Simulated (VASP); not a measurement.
The system is Sn2Bi2O.

```
Sn Bi O
1.0
     4.79632    0.00000    0.00000
    -2.39816    4.15373    0.00000
     0.00000    0.00000    6.58017
Sn Bi O
2 2 1
Direct
  0.33333 0.66667 0.00000
  0.66667 0.33333 0.00000
  0.00000 0.00000 0.81937
  0.00000 0.00000 0.18063
  0.00000 0.00000 0.50000
```

The cell was built by a generator and needn't be a form met in nature.

| Quantity | Value |
| --- | --- |
| Program | VASP 6.6.1 |
| Task | relaxation of cell and atoms |
| Functional | PBE |
| Potentials or basis | VASP PAW PBE potentials, release 64 (Sn_d, Bi_d, O) |
| Cutoff | 520 eV |
| k mesh | 4 × 4 × 2 |
| Occupations | gaussian, width 0.15 eV |
| Spin | no spin polarisation |

At the start: pressure 35.1 GPa; volume 26.22 Å³/atom.

Problem. How do energy, volume and symmetry change on relaxing?

Solution. Over 17 steps the energy falls by 1282.9 meV/atom and the volume is 36.76 Å³/atom (+40.2 %); space group P6/mmm (No. 191, to 0.05 Å).

Step by step:
```tsv
step	energy change (eV)	largest force (eV/Å)	pressure (GPa)	volume (Å³)
1	0.0000	13.3627	35.11	131.09
2	-2.2601	1.6193	-4.06	271.50
3	-4.1797	1.7183	-4.20	246.40
4	-5.3041	1.6609	-3.57	226.66
5	-6.2449	1.4749	3.30	174.69
6	-6.2498	1.6620	0.99	184.96
7	-6.2631	1.5456	1.50	181.87
8	-6.2564	0.4577	-2.21	191.43
9	-6.3537	0.4566	-0.62	186.41
10	-6.3538	0.4772	-0.38	186.16
11	-6.3782	0.3590	-0.16	184.67
12	-6.4057	0.0642	0.72	180.37
13	-6.4072	0.1434	0.45	181.51
14	-6.4076	0.0212	0.50	181.08
15	-6.4143	0.1123	0.19	183.74
16	-6.4142	0.1152	-0.06	183.93
17	-6.4143	0.0687	-0.10	183.80
```

Final structure:
```
CELL_PARAMETERS angstrom
5.28553 0.00000 0.00000
-2.64277 4.57740 0.00000
0.00000 0.00000 7.59681
ATOMIC_POSITIONS crystal
Sn 0.33333 0.66667 0.00000
Sn 0.66667 0.33333 0.00000
Bi 0.00000 0.00000 0.77832
Bi 0.00000 0.00000 0.22168
O 0.00000 0.00000 0.50000
```

Caveat: the k mesh is coarse (spacing up to 0.48 Å⁻¹), so the values aren't converged; the volume moved by over 15 % at a fixed basis, so the end points are rough.
